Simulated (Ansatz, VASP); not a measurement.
# Cross-check of Sn between VASP and Ansatz, part 3 of 4

One calculation is typed for both programs; each brings its own data sets. How far apart do they land? The structure shown is the end of the Ansatz relaxation below.

VASP 6.6.1 and Ansatz 0.2.0.

So far. Step 3 (VASP: single point, LDA, pair 1): The run ends at a pressure of 0.45 GPa, with forces up to 0.0017 eV/Å.

### Step 4. Differences

Known differences besides the potentials themselves: the two LDA forms differ slightly; the cutoff is 420 eV in Ansatz and 500 eV in VASP; VASP's log shows a relativistic correction to its local exchange, Ansatz's none; Ansatz's pressure holds a Pulay correction, VASP's none. Total energies have different zeros and are not compared.

Both answers:

```
      quantity  Ansatz  VASP  difference
pressure (GPa)    0.42  0.45       -0.03
```

### Step 5. Ansatz: relaxation, LDA

This run makes the geometry at which the two programs are then compared. The cell compared in this pair holds 67.55 Å³, against 67.13 Å³ for the pair before.

The structure compared here is the end of the Ansatz relaxation.

Contents of input.yaml:

```yaml
crystal:
  lattice:
    - [0.0, 3.2360620916, 3.2037014707]
    - [3.2360620916, 0.0, 3.2037014707]
    - [3.2360620916, 3.2360620916, 0.0]
  atoms:
    - { symbol: Sn, position: [0.4999410867, 0.4999410867, 0.4999410867] }
    - { symbol: Sn, position: [0.7500589133, 0.7500589133, 0.7500589133] }
  conventional_axes: [[-1, 1, 1], [1, -1, 1], [1, 1, -1]]
kpoints:
  mp_grid: { grid: [12, 12, 12], shift: [0.5, 0.5, 0.5] }
hamiltonian:
  xc: lda
  pseudopotentials: { kind: paw, azcp: { folder: soft_1 }, xc_functional: pbe }
scf:
  occupations: { method: gaussian, width: 0.015 }
output:
  forces: true
  stress: true
  eigenvalues: true
relax:
  adjacent_minimum: "off"
  f_tol: 0.001
  max_steps: 60
  cell: { stress_tol: 0.01, fix: [c, angles] }
```

On the command line:

```console
> ansatz run input.yaml --threads 4 --pin off --max-ram 10240MiB --backend cpu --events-out ev --progress --plain --runs-dir out
```

Numbers of over 12 decimals in the logs are rounded to 6 here.

Output:

```text
[...]
Crystal: 2 atoms, lattice volume = 67.099 Å³
Basis set: ecut = 420 eV, 1339 PW (Γ)
Bands: 18, of which v1, the nominal top of the filled ones, is band 14 counted from 1 (13 counted from 0)
Symmetry: 4 space group operations
[...]
k-points: 468 of 1728
[...]
k-point 467: bands = [... 10 lower, -1.3526, 1.3068, 5.8644, 6.4980, 8.2509, 10.7990, 11.1455, 13.5320]
--- Relaxed structure (3 steps of the walk, 3 accepted, 1 SCFs on fresh bases) ---
[...]
cell:  # Å, volume = 67.5546 Å³
    - [0, 3.247030, 3.2037014707]
    - [3.247030, 0, 3.2037014707]
    - [3.247030, 3.247030, 0]
  atoms:
    - { symbol: Sn, position: [0.499928, 0.499928, 0.499965] }
    - { symbol: Sn, position: [0.750072, 0.750072, 0.750035] }
[key lines of the parts left out:]
SCF converged after 5 iterations
Free energy (F): -11759.148875 eV
Fermi energy:    7.703366 eV
P = ⅓ Tr σ = 0.1453 GPa (1.453 kbar)
```

### Step 6. VASP: single point, LDA, pair 2

The same cell, functional (in two slightly different forms), mesh and smearing now go to VASP, with its own data sets.

Contents of INCAR:

```
SYSTEM = Sn
PREC = Accurate
ENCUT = 500
EDIFF = 1E-06
NELM = 120
ISMEAR = 0
SIGMA = 0.015
LREAL = .FALSE.
ALGO = Normal
GGA = CA
NBANDS = 20
LORBIT = 11
LWAVE = .FALSE.
LCHARG = .FALSE.
ISIF = 2
ISYM = 2
LASPH = .TRUE.
GGA_COMPAT = .FALSE.
KPAR = 2
```

Contents of POSCAR:

```
Sn
1.0
    0.0000000000      3.2470304293      3.2037014707
    3.2470304293      0.0000000000      3.2037014707
    3.2470304293      3.2470304293      0.0000000000
Sn
2
Direct
    0.4999281736      0.4999281736      0.4999645171
    0.7500718264      0.7500718264      0.7500354829
```

Contents of KPOINTS:

```
Points of the shifted mesh
1728
Reciprocal
 0.0416666667  0.0416666667  0.0416666667 1
 0.0416666667  0.0416666667  0.1250000000 1
 0.0416666667  0.0416666667  0.2083333333 1
 0.0416666667  0.0416666667  0.2916666667 1
 0.0416666667  0.0416666667  0.3750000000 1
 0.0416666667  0.0416666667  0.4583333333 1
 0.0416666667  0.0416666667  0.5416666667 1
 0.0416666667  0.0416666667  0.6250000000 1
 0.0416666667  0.0416666667  0.7083333333 1
 0.0416666667  0.0416666667  0.7916666667 1
 0.0416666667  0.0416666667  0.8750000000 1
 0.0416666667  0.0416666667  0.9583333333 1
 0.0416666667  0.1250000000  0.0416666667 1
 0.0416666667  0.1250000000  0.1250000000 1
 0.0416666667  0.1250000000  0.2083333333 1
 0.0416666667  0.1250000000  0.2916666667 1
 0.0416666667  0.1250000000  0.3750000000 1
 0.0416666667  0.1250000000  0.4583333333 1
 0.0416666667  0.1250000000  0.5416666667 1
 0.0416666667  0.1250000000  0.6250000000 1
 0.0416666667  0.1250000000  0.7083333333 1
 0.0416666667  0.1250000000  0.7916666667 1
 0.0416666667  0.1250000000  0.8750000000 1
 0.0416666667  0.1250000000  0.9583333333 1
 0.0416666667  0.2083333333  0.0416666667 1
 0.0416666667  0.2083333333  0.1250000000 1
 0.0416666667  0.2083333333  0.2083333333 1
 0.0416666667  0.2083333333  0.2916666667 1
 0.0416666667  0.2083333333  0.3750000000 1
 0.0416666667  0.2083333333  0.4583333333 1
 0.0416666667  0.2083333333  0.5416666667 1
 0.0416666667  0.2083333333  0.6250000000 1
 0.0416666667  0.2083333333  0.7083333333 1
 0.0416666667  0.2083333333  0.7916666667 1
 0.0416666667  0.2083333333  0.8750000000 1
 0.0416666667  0.2083333333  0.9583333333 1
 0.0416666667  0.2916666667  0.0416666667 1
 0.0416666667  0.2916666667  0.1250000000 1
 0.0416666667  0.2916666667  0.2083333333 1
 0.0416666667  0.2916666667  0.2916666667 1
 0.0416666667  0.2916666667  0.3750000000 1
 0.0416666667  0.2916666667  0.4583333333 1
 0.0416666667  0.2916666667  0.5416666667 1
 0.0416666667  0.2916666667  0.6250000000 1
 0.0416666667  0.2916666667  0.7083333333 1
 0.0416666667  0.2916666667  0.7916666667 1
 0.0416666667  0.2916666667  0.8750000000 1
 0.0416666667  0.2916666667  0.9583333333 1
 0.0416666667  0.3750000000  0.0416666667 1
 0.0416666667  0.3750000000  0.1250000000 1
 0.0416666667  0.3750000000  0.2083333333 1
 0.0416666667  0.3750000000  0.2916666667 1
 0.0416666667  0.3750000000  0.3750000000 1
 0.0416666667  0.3750000000  0.4583333333 1
 0.0416666667  0.3750000000  0.5416666667 1
 0.0416666667  0.3750000000  0.6250000000 1
 0.0416666667  0.3750000000  0.7083333333 1
 0.0416666667  0.3750000000  0.7916666667 1
 0.0416666667  0.3750000000  0.8750000000 1
 0.0416666667  0.3750000000  0.9583333333 1
 0.0416666667  0.4583333333  0.0416666667 1
 0.0416666667  0.4583333333  0.1250000000 1
 0.0416666667  0.4583333333  0.2083333333 1
 0.0416666667  0.4583333333  0.2916666667 1
 0.0416666667  0.4583333333  0.3750000000 1
 0.0416666667  0.4583333333  0.4583333333 1
 0.0416666667  0.4583333333  0.5416666667 1
 0.0416666667  0.4583333333  0.6250000000 1
 0.0416666667  0.4583333333  0.7083333333 1
 0.0416666667  0.4583333333  0.7916666667 1
 0.0416666667  0.4583333333  0.8750000000 1
 0.0416666667  0.4583333333  0.9583333333 1
 0.0416666667  0.5416666667  0.0416666667 1
 0.0416666667  0.5416666667  0.1250000000 1
 0.0416666667  0.5416666667  0.2083333333 1
 0.0416666667  0.5416666667  0.2916666667 1
 0.0416666667  0.5416666667  0.3750000000 1
 0.0416666667  0.5416666667  0.4583333333 1
 0.0416666667  0.5416666667  0.5416666667 1
 0.0416666667  0.5416666667  0.6250000000 1
 0.0416666667  0.5416666667  0.7083333333 1
 0.0416666667  0.5416666667  0.7916666667 1
 0.0416666667  0.5416666667  0.8750000000 1
 0.0416666667  0.5416666667  0.9583333333 1
 0.0416666667  0.6250000000  0.0416666667 1
 0.0416666667  0.6250000000  0.1250000000 1
 0.0416666667  0.6250000000  0.2083333333 1
 0.0416666667  0.6250000000  0.2916666667 1
 0.0416666667  0.6250000000  0.3750000000 1
 0.0416666667  0.6250000000  0.4583333333 1
 0.0416666667  0.6250000000  0.5416666667 1
 0.0416666667  0.6250000000  0.6250000000 1
 0.0416666667  0.6250000000  0.7083333333 1
 0.0416666667  0.6250000000  0.7916666667 1
 0.0416666667  0.6250000000  0.8750000000 1
 0.0416666667  0.6250000000  0.9583333333 1
 0.0416666667  0.7083333333  0.0416666667 1
 0.0416666667  0.7083333333  0.1250000000 1
 0.0416666667  0.7083333333  0.2083333333 1
 0.0416666667  0.7083333333  0.2916666667 1
 0.0416666667  0.7083333333  0.3750000000 1
 0.0416666667  0.7083333333  0.4583333333 1
 0.0416666667  0.7083333333  0.5416666667 1
 0.0416666667  0.7083333333  0.6250000000 1
 0.0416666667  0.7083333333  0.7083333333 1
 0.0416666667  0.7083333333  0.7916666667 1
 0.0416666667  0.7083333333  0.8750000000 1
 0.0416666667  0.7083333333  0.9583333333 1
 0.0416666667  0.7916666667  0.0416666667 1
 0.0416666667  0.7916666667  0.1250000000 1
 0.0416666667  0.7916666667  0.2083333333 1
 0.0416666667  0.7916666667  0.2916666667 1
[... 1390 lines left out ...]
 0.8750000000  0.4583333333  0.1250000000 1
 0.8750000000  0.4583333333  0.2083333333 1
 0.8750000000  0.4583333333  0.2916666667 1
 0.8750000000  0.4583333333  0.3750000000 1
 0.8750000000  0.4583333333  0.4583333333 1
 0.8750000000  0.4583333333  0.5416666667 1
 0.8750000000  0.4583333333  0.6250000000 1
 0.8750000000  0.4583333333  0.7083333333 1
 0.8750000000  0.4583333333  0.7916666667 1
 0.8750000000  0.4583333333  0.8750000000 1
 0.8750000000  0.4583333333  0.9583333333 1
 0.8750000000  0.5416666667  0.0416666667 1
 0.8750000000  0.5416666667  0.1250000000 1
 0.8750000000  0.5416666667  0.2083333333 1
 0.8750000000  0.5416666667  0.2916666667 1
 0.8750000000  0.5416666667  0.3750000000 1
 0.8750000000  0.5416666667  0.4583333333 1
 0.8750000000  0.5416666667  0.5416666667 1
 0.8750000000  0.5416666667  0.6250000000 1
 0.8750000000  0.5416666667  0.7083333333 1
 0.8750000000  0.5416666667  0.7916666667 1
 0.8750000000  0.5416666667  0.8750000000 1
 0.8750000000  0.5416666667  0.9583333333 1
 0.8750000000  0.6250000000  0.0416666667 1
 0.8750000000  0.6250000000  0.1250000000 1
 0.8750000000  0.6250000000  0.2083333333 1
 0.8750000000  0.6250000000  0.2916666667 1
 0.8750000000  0.6250000000  0.3750000000 1
 0.8750000000  0.6250000000  0.4583333333 1
 0.8750000000  0.6250000000  0.5416666667 1
 0.8750000000  0.6250000000  0.6250000000 1
 0.8750000000  0.6250000000  0.7083333333 1
 0.8750000000  0.6250000000  0.7916666667 1
 0.8750000000  0.6250000000  0.8750000000 1
 0.8750000000  0.6250000000  0.9583333333 1
 0.8750000000  0.7083333333  0.0416666667 1
 0.8750000000  0.7083333333  0.1250000000 1
 0.8750000000  0.7083333333  0.2083333333 1
 0.8750000000  0.7083333333  0.2916666667 1
 0.8750000000  0.7083333333  0.3750000000 1
 0.8750000000  0.7083333333  0.4583333333 1
 0.8750000000  0.7083333333  0.5416666667 1
 0.8750000000  0.7083333333  0.6250000000 1
 0.8750000000  0.7083333333  0.7083333333 1
 0.8750000000  0.7083333333  0.7916666667 1
 0.8750000000  0.7083333333  0.8750000000 1
 0.8750000000  0.7083333333  0.9583333333 1
 0.8750000000  0.7916666667  0.0416666667 1
 0.8750000000  0.7916666667  0.1250000000 1
 0.8750000000  0.7916666667  0.2083333333 1
 0.8750000000  0.7916666667  0.2916666667 1
 0.8750000000  0.7916666667  0.3750000000 1
 0.8750000000  0.7916666667  0.4583333333 1
 0.8750000000  0.7916666667  0.5416666667 1
 0.8750000000  0.7916666667  0.6250000000 1
 0.8750000000  0.7916666667  0.7083333333 1
 0.8750000000  0.7916666667  0.7916666667 1
 0.8750000000  0.7916666667  0.8750000000 1
 0.8750000000  0.7916666667  0.9583333333 1
 0.8750000000  0.8750000000  0.0416666667 1
 0.8750000000  0.8750000000  0.1250000000 1
 0.8750000000  0.8750000000  0.2083333333 1
 0.8750000000  0.8750000000  0.2916666667 1
 0.8750000000  0.8750000000  0.3750000000 1
 0.8750000000  0.8750000000  0.4583333333 1
 0.8750000000  0.8750000000  0.5416666667 1
 0.8750000000  0.8750000000  0.6250000000 1
 0.8750000000  0.8750000000  0.7083333333 1
 0.8750000000  0.8750000000  0.7916666667 1
 0.8750000000  0.8750000000  0.8750000000 1
 0.8750000000  0.8750000000  0.9583333333 1
 0.8750000000  0.9583333333  0.0416666667 1
 0.8750000000  0.9583333333  0.1250000000 1
 0.8750000000  0.9583333333  0.2083333333 1
 0.8750000000  0.9583333333  0.2916666667 1
 0.8750000000  0.9583333333  0.3750000000 1
 0.8750000000  0.9583333333  0.4583333333 1
 0.8750000000  0.9583333333  0.5416666667 1
 0.8750000000  0.9583333333  0.6250000000 1
 0.8750000000  0.9583333333  0.7083333333 1
 0.8750000000  0.9583333333  0.7916666667 1
 0.8750000000  0.9583333333  0.8750000000 1
 0.8750000000  0.9583333333  0.9583333333 1
 0.9583333333  0.0416666667  0.0416666667 1
 0.9583333333  0.0416666667  0.1250000000 1
 0.9583333333  0.0416666667  0.2083333333 1
 0.9583333333  0.0416666667  0.2916666667 1
 0.9583333333  0.0416666667  0.3750000000 1
 0.9583333333  0.0416666667  0.4583333333 1
 0.9583333333  0.0416666667  0.5416666667 1
 0.9583333333  0.0416666667  0.6250000000 1
 0.9583333333  0.0416666667  0.7083333333 1
 0.9583333333  0.0416666667  0.7916666667 1
 0.9583333333  0.0416666667  0.8750000000 1
 0.9583333333  0.0416666667  0.9583333333 1
 0.9583333333  0.1250000000  0.0416666667 1
 0.9583333333  0.1250000000  0.1250000000 1
 0.9583333333  0.1250000000  0.2083333333 1
 0.9583333333  0.1250000000  0.2916666667 1
 0.9583333333  0.1250000000  0.3750000000 1
 0.9583333333  0.1250000000  0.4583333333 1
 0.9583333333  0.1250000000  0.5416666667 1
 0.9583333333  0.1250000000  0.6250000000 1
 0.9583333333  0.1250000000  0.7083333333 1
 0.9583333333  0.1250000000  0.7916666667 1
 0.9583333333  0.1250000000  0.8750000000 1
 0.9583333333  0.1250000000  0.9583333333 1
 0.9583333333  0.2083333333  0.0416666667 1
 0.9583333333  0.2083333333  0.1250000000 1
 0.9583333333  0.2083333333  0.2083333333 1
 0.9583333333  0.2083333333  0.2916666667 1
 0.9583333333  0.2083333333  0.3750000000 1
 0.9583333333  0.2083333333  0.4583333333 1
 0.9583333333  0.2083333333  0.5416666667 1
 0.9583333333  0.2083333333  0.6250000000 1
 0.9583333333  0.2083333333  0.7083333333 1
 0.9583333333  0.2083333333  0.7916666667 1
 0.9583333333  0.2083333333  0.8750000000 1
 0.9583333333  0.2083333333  0.9583333333 1
 0.9583333333  0.2916666667  0.0416666667 1
 0.9583333333  0.2916666667  0.1250000000 1
 0.9583333333  0.2916666667  0.2083333333 1
 0.9583333333  0.2916666667  0.2916666667 1
 0.9583333333  0.2916666667  0.3750000000 1
 0.9583333333  0.2916666667  0.4583333333 1
 0.9583333333  0.2916666667  0.5416666667 1
 0.9583333333  0.2916666667  0.6250000000 1
 0.9583333333  0.2916666667  0.7083333333 1
 0.9583333333  0.2916666667  0.7916666667 1
 0.9583333333  0.2916666667  0.8750000000 1
 0.9583333333  0.2916666667  0.9583333333 1
 0.9583333333  0.3750000000  0.0416666667 1
 0.9583333333  0.3750000000  0.1250000000 1
 0.9583333333  0.3750000000  0.2083333333 1
 0.9583333333  0.3750000000  0.2916666667 1
 0.9583333333  0.3750000000  0.3750000000 1
 0.9583333333  0.3750000000  0.4583333333 1
 0.9583333333  0.3750000000  0.5416666667 1
 0.9583333333  0.3750000000  0.6250000000 1
 0.9583333333  0.3750000000  0.7083333333 1
 0.9583333333  0.3750000000  0.7916666667 1
 0.9583333333  0.3750000000  0.8750000000 1
 0.9583333333  0.3750000000  0.9583333333 1
 0.9583333333  0.4583333333  0.0416666667 1
 0.9583333333  0.4583333333  0.1250000000 1
 0.9583333333  0.4583333333  0.2083333333 1
 0.9583333333  0.4583333333  0.2916666667 1
 0.9583333333  0.4583333333  0.3750000000 1
 0.9583333333  0.4583333333  0.4583333333 1
 0.9583333333  0.4583333333  0.5416666667 1
 0.9583333333  0.4583333333  0.6250000000 1
 0.9583333333  0.4583333333  0.7083333333 1
 0.9583333333  0.4583333333  0.7916666667 1
 0.9583333333  0.4583333333  0.8750000000 1
 0.9583333333  0.4583333333  0.9583333333 1
 0.9583333333  0.5416666667  0.0416666667 1
 0.9583333333  0.5416666667  0.1250000000 1
 0.9583333333  0.5416666667  0.2083333333 1
 0.9583333333  0.5416666667  0.2916666667 1
 0.9583333333  0.5416666667  0.3750000000 1
 0.9583333333  0.5416666667  0.4583333333 1
 0.9583333333  0.5416666667  0.5416666667 1
 0.9583333333  0.5416666667  0.6250000000 1
 0.9583333333  0.5416666667  0.7083333333 1
 0.9583333333  0.5416666667  0.7916666667 1
 0.9583333333  0.5416666667  0.8750000000 1
 0.9583333333  0.5416666667  0.9583333333 1
 0.9583333333  0.6250000000  0.0416666667 1
 0.9583333333  0.6250000000  0.1250000000 1
 0.9583333333  0.6250000000  0.2083333333 1
 0.9583333333  0.6250000000  0.2916666667 1
 0.9583333333  0.6250000000  0.3750000000 1
 0.9583333333  0.6250000000  0.4583333333 1
 0.9583333333  0.6250000000  0.5416666667 1
 0.9583333333  0.6250000000  0.6250000000 1
 0.9583333333  0.6250000000  0.7083333333 1
 0.9583333333  0.6250000000  0.7916666667 1
 0.9583333333  0.6250000000  0.8750000000 1
 0.9583333333  0.6250000000  0.9583333333 1
 0.9583333333  0.7083333333  0.0416666667 1
 0.9583333333  0.7083333333  0.1250000000 1
 0.9583333333  0.7083333333  0.2083333333 1
 0.9583333333  0.7083333333  0.2916666667 1
 0.9583333333  0.7083333333  0.3750000000 1
 0.9583333333  0.7083333333  0.4583333333 1
 0.9583333333  0.7083333333  0.5416666667 1
 0.9583333333  0.7083333333  0.6250000000 1
 0.9583333333  0.7083333333  0.7083333333 1
 0.9583333333  0.7083333333  0.7916666667 1
 0.9583333333  0.7083333333  0.8750000000 1
 0.9583333333  0.7083333333  0.9583333333 1
 0.9583333333  0.7916666667  0.0416666667 1
 0.9583333333  0.7916666667  0.1250000000 1
 0.9583333333  0.7916666667  0.2083333333 1
 0.9583333333  0.7916666667  0.2916666667 1
 0.9583333333  0.7916666667  0.3750000000 1
 0.9583333333  0.7916666667  0.4583333333 1
 0.9583333333  0.7916666667  0.5416666667 1
 0.9583333333  0.7916666667  0.6250000000 1
 0.9583333333  0.7916666667  0.7083333333 1
 0.9583333333  0.7916666667  0.7916666667 1
 0.9583333333  0.7916666667  0.8750000000 1
 0.9583333333  0.7916666667  0.9583333333 1
 0.9583333333  0.8750000000  0.0416666667 1
 0.9583333333  0.8750000000  0.1250000000 1
 0.9583333333  0.8750000000  0.2083333333 1
 0.9583333333  0.8750000000  0.2916666667 1
 0.9583333333  0.8750000000  0.3750000000 1
 0.9583333333  0.8750000000  0.4583333333 1
 0.9583333333  0.8750000000  0.5416666667 1
 0.9583333333  0.8750000000  0.6250000000 1
 0.9583333333  0.8750000000  0.7083333333 1
 0.9583333333  0.8750000000  0.7916666667 1
 0.9583333333  0.8750000000  0.8750000000 1
 0.9583333333  0.8750000000  0.9583333333 1
 0.9583333333  0.9583333333  0.0416666667 1
 0.9583333333  0.9583333333  0.1250000000 1
 0.9583333333  0.9583333333  0.2083333333 1
 0.9583333333  0.9583333333  0.2916666667 1
 0.9583333333  0.9583333333  0.3750000000 1
 0.9583333333  0.9583333333  0.4583333333 1
 0.9583333333  0.9583333333  0.5416666667 1
 0.9583333333  0.9583333333  0.6250000000 1
 0.9583333333  0.9583333333  0.7083333333 1
 0.9583333333  0.9583333333  0.7916666667 1
 0.9583333333  0.9583333333  0.8750000000 1
 0.9583333333  0.9583333333  0.9583333333 1
```

PAW data sets: Sn_d (LDA family, release 64).

On the command line:

```console
> mpirun -np 2 vasp_std
```

Output:

```text
[... set-up lines as in an earlier step ...]
 entering main loop
       N       E                     dE             d eps       ncg     rms          rms(c)
DAV:   1     0.222827314834E+03    0.22283E+03   -0.14804E+04 69564   0.201E+03
DAV:   2     0.147852635836E+02   -0.20804E+03   -0.20420E+03 69308   0.442E+02
DAV:   3    -0.829587193267E+01   -0.23081E+02   -0.22939E+02 79156   0.143E+02
DAV:   4    -0.904631679334E+01   -0.75044E+00   -0.75009E+00 78532   0.293E+01
[...]
DAV:   9    -0.894205975260E+01   -0.87431E-04   -0.17838E-04 90488   0.100E-01    0.147E-02
DAV:  10    -0.894205981159E+01   -0.58991E-07   -0.15191E-05 93088   0.456E-02    0.413E-03
DAV:  11    -0.894206018961E+01   -0.37802E-06   -0.11194E-06 60664   0.739E-03
   1 F= -.89420602E+01 E0= -.89420498E+01  d E =-.207346E-04
```

From OUTCAR (step 6):

```text
  Total        0.0078777      0.0078777      0.1937693     -0.0178230     -0.0145962     -0.0145963
  in kB        0.1868330      0.1868330      4.5955846     -0.4227042     -0.3461740     -0.3461768
  external PRESSURE =       1.6564169 kB  Pullay stress =       0.0000000 kB

 POSITION                                       TOTAL-FORCE (eV/Angst)
 -----------------------------------------------------------------------------------
      3.24668      3.24668      3.20324         0.001484      0.001484     -0.000360
      4.87089      4.87089      4.80601        -0.001484     -0.001484      0.000360
 -----------------------------------------------------------------------------------
    total drift:                               -0.000000     -0.000000     -0.000000

  FREE ENERGIE OF THE ION-ELECTRON SYSTEM (eV)
  ---------------------------------------------------
  free  energy   TOTEN  =        -8.9420601896 eV

  energy  without entropy=       -8.9420394550  energy(sigma->0) =       -8.94204982

[... 1 part as in an earlier step ...]

[... 2 further parts left out ...]
[key lines of the parts left out:]
E-fermi :   5.5043
```

The run ends at a pressure of 0.17 GPa, with forces up to 0.0021 eV/Å.

### Step 7. Differences

Compared:

```
      quantity  Ansatz  VASP  difference
pressure (GPa)    0.15  0.17       -0.02
```

### Step 8. Ansatz: relaxation, LDA

This run makes the geometry at which the two programs are then compared. The cell compared in this pair holds 68.47 Å³, against 67.55 Å³ for the pair before.

The structure compared here is the end of the Ansatz relaxation.

input.yaml, the sections that differ from step 5:

```yaml
crystal:
  lattice:
    - [0.0, 3.2147042303, 3.3331439544]
    - [3.2147042303, 0.0, 3.3331439544]
    - [3.2147042303, 3.2147042303, 0.0]
  atoms:
    - { symbol: Sn, position: [0.5000046583, 0.5000046583, 0.4998282072] }
    - { symbol: Sn, position: [0.7499953417, 0.7499953417, 0.7501717928] }
  conventional_axes: [[-1, 1, 1], [1, -1, 1], [1, 1, -1]]
# kpoints, hamiltonian, scf, output, relax: as in step 5
```

On the command line:

```console
> ansatz run input.yaml --threads 4 --pin off --max-ram 10240MiB --backend cpu --events-out ev --progress --plain --runs-dir out
```

Output:

```text
[...]
Crystal: 2 atoms, lattice volume = 68.892 Å³
Basis set: ecut = 420 eV, 1379 PW (Γ)
Bands: 18, of which v1, the nominal top of the filled ones, is band 14 counted from 1 (13 counted from 0)
Symmetry: 4 space group operations
[...]
k-points: 468 of 1728
[...]
k-point 467: bands = [... 10 lower, -1.4587, 1.1879, 5.7794, 6.2738, 8.0277, 10.6737, 10.9289, 13.3789]
--- Relaxed structure (3 steps of the walk, 3 accepted, 1 SCFs on fresh bases) ---
[...]
cell:  # Å, volume = 68.4660 Å³
    - [0, 3.204759, 3.3331439544]
    - [3.204759, 0, 3.3331439544]
    - [3.204759, 3.204759, 0]
  atoms:
    - { symbol: Sn, position: [0.500005, 0.500005, 0.499828] }
    - { symbol: Sn, position: [0.749995, 0.749995, 0.750172] }
[key lines of the parts left out:]
SCF converged after 4 iterations
Free energy (F): -11759.141384 eV
Fermi energy:    7.540186 eV
P = ⅓ Tr σ = -0.4604 GPa (-4.604 kbar)
```

(Continued in part 4 of 4.)

[Lines on the potential files, build, host, timing and source positions are cut from VASP's logs without a mark.]

[Logs are printed without paths, hosts, clocks, repeated set-up lines and the standing remarks that a program may print on its own settings, such as how far it seeks lower states.]

[Hosts, paths, dates, database ids (printed as entryN), source tags and the programs' standing remarks are cut or masked in the printed files.]
